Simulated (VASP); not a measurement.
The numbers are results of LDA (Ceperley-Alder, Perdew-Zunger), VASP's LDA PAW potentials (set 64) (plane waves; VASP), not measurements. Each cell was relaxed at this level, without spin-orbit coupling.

Which of these comes out without a gap?
A. SiC, F-43m (216)
B. CaS, Fm-3m (225)
C. TlCl, Pm-3m (221)
D. K, Im-3m (229)

D, K, Im-3m (229). The others have gaps of 1.97 eV (CaS, Fm-3m (225)), 1.29 eV (SiC, F-43m (216)), 1.55 eV (TlCl, Pm-3m (221)).
